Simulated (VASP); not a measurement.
Output of a VASP run:

**OSZICAR**
```
       N       E                     dE             d eps       ncg     rms          rms(c)
DAV:   1     0.122190595959E+03    0.12219E+03   -0.10500E+04   416   0.900E+02
DAV:   2    -0.176175108894E+02   -0.13981E+03   -0.13165E+03   492   0.212E+02
DAV:   3    -0.236976151845E+02   -0.60801E+01   -0.59306E+01   460   0.430E+01
DAV:   4    -0.238194771196E+02   -0.12186E+00   -0.12020E+00   496   0.651E+00
DAV:   5    -0.238221742117E+02   -0.26971E-02   -0.26941E-02   456   0.874E-01    0.242E+01
DAV:   6    -0.234969393641E+02    0.32523E+00   -0.90830E-01   452   0.803E+00    0.142E+01
DAV:   7    -0.234105865605E+02    0.86353E-01   -0.28230E-01   432   0.408E+00    0.242E+00
DAV:   8    -0.233798653587E+02    0.30721E-01   -0.10820E-01   424   0.300E+00    0.116E+00
DAV:   9    -0.233801881521E+02   -0.32279E-03   -0.56226E-03   464   0.427E-01    0.542E-01
DAV:  10    -0.233798810461E+02    0.30711E-03   -0.22220E-03   428   0.364E-01    0.119E-01
DAV:  11    -0.233798142697E+02    0.66776E-04   -0.15247E-04   436   0.108E-01    0.114E-01
DAV:  12    -0.233798151969E+02   -0.92712E-06   -0.17712E-05   448   0.237E-02    0.195E-02
DAV:  13    -0.233798152194E+02   -0.22545E-07   -0.20370E-07   212   0.346E-03
   1 F= -.23379815E+02 E0= -.23362901E+02  d E =-.338277E-01
```

### OUTCAR
```
------------------------ aborting loop because EDIFF is reached ----------------------------------------
  FORCE on cell =-STRESS in cart. coord.  units (eV):
  Direction    XX          YY          ZZ          XY          YZ          ZX
  --------------------------------------------------------------------------------------
  Total        4.2574448      4.2574437      4.5262273      0.0000000      0.0000000      0.0000000
  in kB       85.5768776     85.5768567     90.9795476      0.0000000      0.0000000      0.0000000
  external PRESSURE =      87.3777606 kB  Pullay stress =       0.0000000 kB
  volume of cell :       79.71
      direct lattice vectors                 reciprocal lattice vectors
     4.111000000  0.000000000  0.000000000     0.243249818  0.140440365  0.000000000
    -2.055500000  3.560230000  0.000000000     0.000000000  0.280880730  0.000000000
     0.000000000  0.000000000  5.446000000     0.000000000  0.000000000  0.183621006
 POSITION                                       TOTAL-FORCE (eV/Angst)
 -----------------------------------------------------------------------------------
      0.00000      0.00000      0.00000         0.000000     -0.000000     -0.000000
      0.00000      0.00000      2.72300        -0.000000     -0.000000     -0.000000
     -0.00000      2.37349      1.36150         0.000000      0.000000      0.000000
      2.05550      1.18674      4.08450        -0.000000      0.000000     -0.000000
 -----------------------------------------------------------------------------------
    total drift:                                0.000000     -0.000000      0.000000
  FREE ENERGIE OF THE ION-ELECTRON SYSTEM (eV)
  ---------------------------------------------------
  free  energy   TOTEN  =       -23.3798152194 eV

  energy  without entropy=      -23.3459875210  energy(sigma->0) =      -23.36290137
```
(Selected blocks of OUTCAR.)

**POSCAR**
```
TePt
1
    4.1110000000     0.0000000000     0.0000000000
   -2.0555000000     3.5602300000     0.0000000000
    0.0000000000     0.0000000000     5.4460000000
Pt Te
2 2
Direct
  0.0000000000   0.0000000000   0.0000000000
  0.0000000000   0.0000000000   0.5000000000
  0.3333330000   0.6666670000   0.2500000000
  0.6666670000   0.3333330000   0.7500000000
```

Reconstruct the remaining input files.

This is not unique; one that fits is the input of the run itself, LDA (Ceperley-Alder, Perdew-Zunger), plane waves, VASP's LDA PAW potentials (set 64).

### KPOINTS
```
Automatic
0
Gamma
5 5 3
```

### INCAR
```
SYSTEM = TePt
PREC = Accurate
ENCUT = 300
EDIFF = 1E-6
NELM = 100
ALGO = Normal
LREAL = .FALSE.
LASPH = .TRUE.
ISMEAR = 0
SIGMA = 0.136
LMAXMIX = 6
LWAVE = .FALSE.
LCHARG = .FALSE.
ISIF = 2
```

POTCAR, in this order: Pt Te (LDA.64 set). Program: vasp_std.

At this cut-off the stress carries a Pulay error, which pulls relaxed volumes low.

The structure comes from a measured TePt entry of the Crystallography Open Database, whose conditions weren't checked. The cell was not relaxed at this level. The k-mesh is coarse (spacing up to 0.38 per Å, 2π included), so the numbers may not be converged in it. The run is one of a series of settings (GGA removed, POTCAR Pt Te (LDA.64 set) against the base run), some of them coarse on purpose.
